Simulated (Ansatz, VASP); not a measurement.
# LiPS3: VASP beside Ansatz, part 2 of 2

Aim: how closely do two programs agree when they are given the same cell, functional and k mesh? The cell is taken from a series of runs on this material, whose earlier steps may have relaxed, scaled, displaced or heated it; both programs get it as it stands.

VASP 6.6.1 and Ansatz 0.2.0.

So far: Starting point; VASP: G0W0 gap, LDA.

**3. Ansatz: G0W0 gap, LDA**

Level of this step: Ansatz beside VASP: Kohn-Sham DFT, plane waves, LDA (Ansatz).

Ansatz runs on its PAW soft_1 files.

The same cell, functional (in two slightly different forms) and mesh now go to Ansatz, which takes its cutoff from its data sets.

input.yaml

```yaml
crystal:
  lattice:
    - [5.5578, -3.5035, 0.0]
    - [5.5578, 3.5035, 0.0]
    - [-3.7957895619, 0.0, 5.3074392707]
  atoms:
    - { symbol: Li, position: [0.7591184309, 0.2408815691, 0.0] }
    - { symbol: Li, position: [0.2408815691, 0.7591184309, 0.0] }
    - { symbol: P, position: [0.1535229576, 0.1535229576, 0.5780140654] }
    - { symbol: P, position: [0.8464770424, 0.8464770424, 0.4219859346] }
    - { symbol: S, position: [0.2240344925, 0.7759655075, 0.5] }
    - { symbol: S, position: [0.7759655075, 0.2240344925, 0.5] }
    - { symbol: S, position: [0.197106774, 0.197106774, 0.3187113102] }
    - { symbol: S, position: [0.802893226, 0.802893226, 0.6812886898] }
    - { symbol: S, position: [0.3227742362, 0.3227742362, 0.940813349] }
    - { symbol: S, position: [0.6772257638, 0.6772257638, 0.059186651] }
kpoints:
  mp_grid: { grid: [2, 2, 2] }
hamiltonian:
  xc: lda
  pseudopotentials: { kind: paw, azcp: { folder: soft_1 }, xc_functional: pbe }
scf:
  occupations: { method: fixed }
gw:
  n_empty_bands: 469
  ecut_chi: 100
  qp_bands: [v3, c3]
  qp_kpoints: band_edges
  screening: { model: contour_deformation }
```

Command:

```console
$ ansatz run input.yaml --threads 2 --pin off --max-ram 92160MiB --backend cuda --events-out ev --progress --plain --runs-dir out --devices 1 --max-vram 13GiB
```

Numbers of over 12 decimals in the logs are rounded to 6 here.

The program printed:

```text
GPUs: using 1 of 1 available (devices: 1).
Engine: ansatz 0.2.0, x86_64-unknown-linux-gnu
Pseudopotentials: kind: paw
Pseudopotential: Li, paw, valence charge 3, recommended cutoff 420 eV (normal), soft_1/Li.paw.azcp
Pseudopotential: P, paw, valence charge 5, recommended cutoff 420 eV (normal), soft_1/P.paw.azcp
Pseudopotential: S, paw, valence charge 6, recommended cutoff 420 eV (normal), soft_1/S.paw.azcp
Functional definition: SPW92
  exchange = slater_x
  correlation = pw_c
device memory: the entry about to start is reckoned to put 1.9 GiB on a device that reports 30.8 GiB free (of which the cap on the GPU budget leaves the run 13.0 GiB)
GPU FFT provider: cuFFT
GPU libraries: cuBLAS 13.8.2, cuFFT 12.4.0, cuSOLVER 12.3.4
Crystal: 10 atoms, lattice volume = 206.690 Å³
Basis set: ecut = 420 eV, 3981 PW (Γ)
Bands: 36, of which v1, the nominal top of the filled ones, is band 26 counted from 1 (25 counted from 0)
Symmetry: 4 space group operations
Space group: C2/m (ITA 12), of the structure as read, at distance tolerance 5.9e-5 Å
k-points: 6 of 8
Non-local potential: Li, projectors of the file, l = 0: 3, l = 1: 2, l = 2: 1
Non-local potential: P, projectors of the file, l = 0: 2, l = 1: 2, l = 2: 1
Non-local potential: S, projectors of the file, l = 0: 2, l = 1: 2, l = 2: 1
PAW form: soft (Blöchl's): semilocal exchange-correlation on the pseudo side does not see the compensation charge
PAW frozen core: P, regenerated for the run's functional, and the local potential with it (the file was generated under x = pbe(κ = 0.804, μ = 0.219515), c = pbe(β = 0.066725))
PAW frozen core: S, regenerated for the run's functional, and the local potential with it (the file was generated under x = pbe(κ = 0.804, μ = 0.219515), c = pbe(β = 0.066725))
PAW one-centre angular grid: Li, 110 points (default); XC on 64 Gauss nodes
PAW one-centre angular grid: P, 110 points (default); XC on 64 Gauss nodes
PAW one-centre angular grid: S, 110 points (default); XC on 64 Gauss nodes
Initial density: superposition of atomic densities (chi_scale 0.1, normalization cell, long waves kept (reshape's long-wave potential 0.03 eV rms))
Initial wavefunctions: pseudopotential atomic-orbital guess
GPU buffer pool allocated for 91125 grid points (all kernels)
GPU transforms: local potential and band sums: pruned to the plane-wave sphere, on 45×45×45
Functional: x = slater, c = lda
SCF iter   1: F=—  HF=-7080.141422 eV  |F-HF|=—  |Δ(HF+E_count)|=         —  Δρ=4.33e-2  dr2=5.99e0  ethr=3.10e-3  ⟨swp⟩=5.3  Hψ=1052  notcnv=0  defer=42
preconditioner: auto → Resta (q_TF=auto, 2.168 Å⁻¹)  ε∞=4.0  [insulator: Δε(μ)=2.519 eV  Ē_g=10.286 eV  n_scr=34 (ndim 8)  ℏωp=17.9 eV  f_vac=0.000  ε∞_Penn≈4.0]
SCF iter   2: F=—  HF=-7078.532964 eV  |F-HF|=—  |Δ(HF+E_count)|=    1.61e0  Δρ=2.12e-2  dr2=1.18e0  ethr=3.10e-3  ⟨swp⟩=3.0  Hψ=408  notcnv=0  defer=40
SCF iter   3: F=—  HF=-7078.143908 eV  |F-HF|=—  |Δ(HF+E_count)|=   3.89e-1  Δρ=4.75e-3  dr2=7.71e-2  ethr=2.26e-3  ⟨swp⟩=2.8  Hψ=326  notcnv=0  defer=47
SCF iter   4: F=—  HF=-7078.122706 eV  |F-HF|=—  |Δ(HF+E_count)|=   2.12e-2  Δρ=1.25e-3  dr2=5.37e-3  ethr=1.48e-4  ⟨swp⟩=3.0  Hψ=401  notcnv=0  defer=43
SCF iter   5: F=—  HF=-7078.122665 eV  |F-HF|=—  |Δ(HF+E_count)|=   4.17e-5  Δρ=4.10e-4  dr2=3.15e-4  ethr=1.03e-5  ⟨swp⟩=2.0  Hψ=367  notcnv=0  defer=48
SCF iter   6: F=—  HF=-7078.122706 eV  |F-HF|=—  |Δ(HF+E_count)|=   4.13e-5  Δρ=1.07e-4  dr2=4.31e-5  ethr=6.06e-7  ⟨swp⟩=2.0  Hψ=326  notcnv=0  defer=45
SCF iter   7: F=—  HF=-7078.122698 eV  |F-HF|=—  |Δ(HF+E_count)|=   7.51e-6  Δρ=2.92e-5  dr2=1.86e-6  ethr=8.29e-8  ⟨swp⟩=2.0  Hψ=310  notcnv=0  defer=39
SCF iter   8: F=—  HF=-7078.122699 eV  |F-HF|=—  |Δ(HF+E_count)|=   3.58e-7  Δρ=6.82e-6  dr2=1.46e-7  ethr=3.58e-9  ⟨swp⟩=2.2  Hψ=328  notcnv=0  defer=39
SCF iter   9: F=-7078.122699 eV  HF=-7078.122699 eV  |F-HF|=2.59e-9  |Δ(HF+E_count)|=   8.98e-9  Δρ=1.71e-6  dr2=8.18e-9  ethr=1.92e-10  ⟨swp⟩=16.0  Hψ=1260  notcnv=0
SCF 1 converged in 9 iterations: F = -7078.122699 eV  dr2 = 8.18e-9
  greatest PAW one-centre occupation: 1.000 electrons in one spin orbital (limit 2), on the Li atom at site 1 (counted from 0), in its partial waves of l = 0
device memory: the entry about to start is reckoned to put 2.5 GiB on a device that reports 31.6 GiB free (of which the cap on the GPU budget leaves the run 13.0 GiB)
NSCF: frozen V_eff on 6 k-points
the band table was solved once the SCF had ended and its energy, with any forces and stress, was formed, with the checks that follow a solve (983 applications of the Hamiltonian). They found nothing against the state; the energy, forces and stress were not computed again (output.eigenvalues in the input reference)
device memory: the entry about to start is reckoned to put 3.5 GiB on a device that reports 31.5 GiB free (of which the cap on the GPU budget leaves the run 13.0 GiB)
NSCF: frozen V_eff on 6 k-points
G₀W₀ screening: q 1/6
[... further progress lines ...]
device memory: the entry about to start is reckoned to put 0.8 GiB on a device that reports 26.0 GiB free (of which the cap on the GPU budget leaves the run 13.0 GiB)
NSCF: frozen V_eff on 1 k-points
device memory: the entry about to start is reckoned to put 0.8 GiB on a device that reports 26.0 GiB free (of which the cap on the GPU budget leaves the run 13.0 GiB)
NSCF: frozen V_eff on 1 k-points
device memory: the entry about to start is reckoned to put 0.8 GiB on a device that reports 26.0 GiB free (of which the cap on the GPU budget leaves the run 13.0 GiB)
NSCF: frozen V_eff on 1 k-points
SCF converged after 9 iterations
Free energy (F): -7078.122699 eV
Harris-Foulkes:  -7078.122699 eV  (|F-HF|=2.59e-9)
Internal energy: -7078.122699 eV  (E = F + TS)
E sigma→0 (E₀):  -7078.122699 eV
Fermi energy:    3.647429 eV
--- Per-component energies (eV) ---
  E_band       = -266.406986
  E_kinetic    = 810.366594
  E_local      = -1411.588791  (includes V_loc(G=0)·N_el)
  E_nonlocal   = 239.886494
  E_hartree    = 424.313630
  E_xc         = -691.044552
  E_vxc        = -643.021073  (∫ρ·V_xc dr)
  E_paw        = -4562.406172  (= ΣΔE_a)
  E_vpaw       = -110.677921  (= ΣTr[D̂ρ^β])
  E_aug_tail   = 0.000508  (compensation charges beyond the density's cutoff)
  E_ewald      = -1888.804300
  E_core_change = 1.153889  (= ΣΔE_core)
  E_smearing   = -0.000000  (= −TS)
  E_closure    = 0.000000  (closes the sum)
  Σ components = -7078.122699   (vs F -7078.122699, Δ=0.00e0)
--- Band table (eV; the first three rows and the last of 6) ---
  k-point 0: bands = [... 22 lower, 2.8091, 3.1032, 3.1786, 3.6474, 5.6483, 6.1852, 6.4285, 7.2877, ... 6 higher]
  k-point 1: bands = [... 22 lower, 2.8804, 2.8922, 2.9200, 2.9282, 5.2398, 6.0684, 6.2918, 7.3959, ... 6 higher]
  k-point 2: bands = [... 22 lower, 2.5786, 2.8896, 3.0054, 3.1268, 5.4539, 6.3981, 6.6263, 7.2540, ... 6 higher]
  k-point 5: bands = [... 22 lower, 2.8656, 2.9019, 2.9552, 3.1385, 5.9700, 6.2000, 7.0113, 7.2684, ... 6 higher]
--- G₀W₀: contour deformation, 7 samples at zero and on the imaginary axis and 1 off it, 8 q-points, 469 empty bands' worth ---
  eigenvalues of the whole cell's RPA ε∞ on this k-mesh (on a slab, of 1 + 4πα/V) = 4.9622, 5.2080, 6.8178; static W/v taken at q = 0 is 0.177969
  gw.qp_kpoints: band_edges: 6 of 6 stored k-points solved, in 1 pass; an edge of the gap read off the rows below is read off those points alone
    ik  band        ε_KS         Σx   Σc(E_QP)       V_xc       Z   E_QP_lin       E_QP  E_QP is
     0    24      3.1032   -18.0622     2.0707   -15.4365  0.7401     2.5417     2.5483  root
     0    25      3.1786   -17.7188     2.0420   -15.1257  0.7392     2.6208     2.6275  root
     0    26      3.6474   -18.4157     2.2473   -15.5566  0.7407     3.0279     3.0357  root
     0    27      5.6483   -10.2440    -3.9962   -15.0022  0.7467     6.4247     6.4104  root
     0    28      6.1852    -9.1516    -3.9756   -13.8651  0.7587     6.9344     6.9231  root
     0    29      6.4285   -10.2532    -4.4013   -15.5773  0.7566     7.3707     7.3512  root
     1    24      2.8922   -17.7981     2.4464   -14.7029  0.7311     2.2318     2.2434  root
     1    25      2.9200   -17.8159     2.2131   -15.0154  0.7369     2.3246     2.3327  root
     1    26      2.9282   -17.7977     2.3841   -14.7935  0.7340     2.2982     2.3081  root
     1    27      5.2398    -9.5636    -4.0855   -14.4520  0.7531     6.0564     6.0427  root
     1    28      6.0684    -7.7140    -4.0617   -12.5294  0.7708     6.8331     6.8221  root
     1    29      6.2918    -8.8244    -4.0703   -13.6396  0.7571     7.0492     7.0367  root
     2    24      2.8896   -17.7164     2.4251   -14.6473  0.7327     2.2345     2.2456  root
     2    25      3.0054   -17.7631     2.3220   -14.8066  0.7355     2.3610     2.3711  root
     2    26      3.1268   -17.9655     2.2736   -15.0858  0.7368     2.5120     2.5206  root
     2    27      5.4539    -9.2922    -4.1397   -14.2396  0.7545     6.2759     6.2616  root
     2    28      6.3981    -8.6992    -4.0507   -13.4840  0.7570     7.1447     7.1322  root
     2    29      6.6263    -9.6432    -4.3708   -14.8997  0.7532     7.5314     7.5120  root
     3    24      2.8832   -17.6979     2.4094   -14.6441  0.7327     2.2278     2.2389  root
     3    25      3.0004   -18.0021     2.3401   -15.0401  0.7354     2.3692     2.3786  root
     3    26      3.2984   -18.1847     2.3178   -15.2473  0.7385     2.6701     2.6788  root
     3    27      5.6070    -9.4868    -4.1643   -14.4573  0.7503     6.4288     6.4132  root
     3    28      6.5673    -8.7955    -4.2234   -13.8368  0.7586     7.4010     7.3852  root
     3    29      6.5889    -9.3150    -4.1287   -14.2087  0.7523     7.3677     7.3538  root
[...]
4    28      6.6664    -8.7224    -4.1463   -13.5944  0.7554     7.4043     7.3921  root
     4    29      6.7302    -9.1252    -4.4833   -14.5102  0.7533     7.6528     7.6318  root
     5    24      2.9019   -17.8815     2.3592   -14.9077  0.7316     2.2778     2.2873  root
     5    25      2.9552   -17.7777     2.3195   -14.8308  0.7351     2.3183     2.3279  root
     5    26      3.1385   -18.1844     2.3707   -15.1836  0.7370     2.4993     2.5085  root
     5    27      5.9700    -9.9219    -4.1853   -14.9194  0.7450     6.8002     6.7822  root
     5    28      6.2000    -8.7815    -4.0844   -13.6689  0.7646     7.0160     7.0029  root
     5    29      7.0113    -9.2466    -4.2756   -14.3048  0.7477     7.8113     7.7939  root
```

In the SCF lines HF is the Harris–Foulkes energy and dr2 the Hartree energy of the density residual, in eV; the loop may stop once dr2 is under the threshold and the program's other checks hold. Hψ counts applications of the Hamiltonian.

**4. Differences**

Known differences besides the potentials themselves: the two LDA forms differ slightly; fixed occupations in Ansatz, narrow Gaussian smearing in VASP; the cutoff is 420 eV in Ansatz and 460 eV in VASP; VASP's log shows a relativistic correction to its local exchange, Ansatz's none; Ansatz integrates over frequency by contour deformation, VASP on a grid of NOMEGA points; Ansatz's G0W0 levels solve the quasiparticle equation, VASP's are linearised. Total energies have different zeros and are not compared.

Both answers:

| quantity | Ansatz | VASP | difference |
| --- | --- | --- | --- |
| G0W0 gap on the mesh (eV) | 3.01 | 3.06 | -0.06 |
| Kohn-Sham gap under it (eV) | 1.59 | 1.59 | 0.00 |

**5. Summary of results**

```json
{"difference in G0W0 gap on the mesh (G0W0 gap, LDA)": "-0.057 eV"}
```

In words: The difference in G0W0 gap on the mesh is -0.057 eV (G0W0 gap, LDA). Such differences can come from data sets, numerical settings and the points named under the comparisons, not from the functional's error against experiment.

[Lines on the potential files, build, host, timing and source positions are cut from VASP's logs without a mark.]

[Logs are printed without paths, hosts, clocks, repeated set-up lines and the standing remarks that a program may print on its own settings, such as how far it seeks lower states.]

[Hosts, paths, dates, database ids (printed as entryN), source tags and the programs' standing remarks are cut or masked in the printed files.]
